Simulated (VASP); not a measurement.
A convergence study with VASP on GdN (rock salt): one setting is varied, all else stays as given below, so the limit is that of these other settings. Each run relaxes cell and ions from the cell shown. The basis is that of the starting cell, so low cut-offs carry a Pulay error.

```xyz
2
Lattice="0.0000 2.4900 2.4900 2.4900 0.0000 2.4900 2.4900 2.4900 0.0000" Properties=species:S:1:pos:R:3 pbc="T T T"
Gd     0.0000     0.0000     0.0000
N      2.4900     2.4900     2.4900
```

These are PBE GGA, VASP's PBE PAW potentials (set 64) (plane waves; VASP) values and carry that method's errors. The tightest run used: 800 eV cut-off, 8×8×8 Γ-centred mesh, Gaussian smearing of 0.050 eV, potentials Gd_3 N.

The 4f electrons are frozen in the core of the lanthanide potential, so 4f levels, which can set the real gap, and their magnetism are missing.

Question: The settings run are ENCUT = 250; ENCUT = 300; ENCUT = 350; ENCUT = 400; ENCUT = 450; ENCUT = 500; ENCUT = 550; ENCUT = 800. From which on does the relaxed volume stay within 0.02 Å³/atom of the tightest run?

Answer: From ENCUT = 500 on: it is off by 0.004 there and by no more than 0.02 in any finer run, while ENCUT = 450 is off by 0.053.
| setting | relaxed volume (Å³/atom) | E (eV/atom) | plane waves | difference judged (Å³/atom) |
|---|---|---|---|---|
| ENCUT = 250 | 13.765 | -8.2952 | 290 | 1.683 |
| ENCUT = 300 | 14.440 | -8.1295 | 380 | 1.007 |
| ENCUT = 350 | 14.938 | -8.0890 | 477 | 0.510 |
| ENCUT = 400 | 15.244 | -8.0845 | 568 | 0.203 |
| ENCUT = 450 | 15.394 | -8.0826 | 692 | 0.053 |
| ENCUT = 500 | 15.443 | -8.0813 | 817 | 0.004 |
| ENCUT = 550 | 15.446 | -8.0812 | 934 | 0.002 |
| ENCUT = 800 | 15.447 | -8.0843 | 1604 | 0.000 |

Left out are rungs that failed or repeat a setting and relaxations that didn't move; long series are thinned to 24 rows.

The compound is GdN in the rock salt structure.
